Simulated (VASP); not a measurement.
A VASP calculation is set up with these files.

INCAR:
```
# general
SYSTEM   =  MgSr3O4
PREC     =  Accurate
ENCUT    =  520
LREAL    =  .False.   # projection in real space or not
LASPH    =  .True.

# electronic loop
EDIFF    =  1E-7
NELM     =  100   # most electronic steps
ALGO     =  Normal
LMAXMIX  =  4

# smearing
ISMEAR   =  -5   # tetrahedra, Bloechl

# functional
GGA      =  PS

# ions
ISIF     =  2   # forces and stress, cell fixed

# output
LWAVE    =  .False.
LCHARG   =  .True.
LORBIT   =  11   # lm-projected
NEDOS    =  601
```

### KPOINTS
```
Automatic mesh
0
Gamma
9 9 3
0 0 0
```

File POSCAR:
```
MgSr3O4
1
   -0.0000000000     2.4619678510     2.4619678510
    2.4619678510    -0.0000000000     2.4619678510
    9.8634970925     9.8634970925    -0.0156256885
Sr O Mg
3 4 1
Direct
  0.0232876308   0.0232876308   0.9825342769
  0.0000000000   0.0000000000   0.2500000000
  0.9767123692   0.9767123692   0.5174657231
  0.5115965124   0.5115965124   0.1163026157
  0.4884034876   0.4884034876   0.3836973843
  0.4668311088   0.4668311088   0.6498766684
  0.5331688912   0.5331688912   0.8501233316
  0.0000000000   0.0000000000   0.7500000000
```

POTCAR, in this order: Sr_sv O Mg (PBE.64 set). Program: vasp_std.

Task: Write an equivalent input for Ansatz.

Result: One equivalent input (not run):
Ansatz 0.2 input:
```yaml
crystal:
  lattice:
    - [0.0000000, 2.4619679, 2.4619679]
    - [2.4619679, 0.0000000, 2.4619679]
    - [9.8634971, 9.8634971, -0.0156257]
  atoms:
    - { symbol: Sr, position: [0.0232876, 0.0232876, 0.9825343] }
    - { symbol: Sr, position: [0.0000000, 0.0000000, 0.2500000] }
    - { symbol: Sr, position: [0.9767124, 0.9767124, 0.5174657] }
    - { symbol: O, position: [0.5115965, 0.5115965, 0.1163026] }
    - { symbol: O, position: [0.4884035, 0.4884035, 0.3836974] }
    - { symbol: O, position: [0.4668311, 0.4668311, 0.6498767] }
    - { symbol: O, position: [0.5331689, 0.5331689, 0.8501233] }
    - { symbol: Mg, position: [0.0000000, 0.0000000, 0.7500000] }
kpoints:
  mp_grid: { grid: [9, 9, 3] }
hamiltonian:
  xc: pbesol
  pseudopotentials: { kind: paw }
scf:
  occupations: { method: tetrahedron }
  max_iter: 100
output: { forces: true, stress: true, eigenvalues: true }
```
The two are equivalent in intent, not identical: each code has its own PAW files, so the cut-off isn't converted (ENCUT is set for VASP's; basis.ecutwfc is left out, and Ansatz then takes the one that its files recommend); Ansatz stops its SCF on the density residual and VASP on the energy change (EDIFF).

The structure was generated: MgSr3O4 was put into an ordered model structure (R-3m), which need not be its known phase. It was relaxed first.
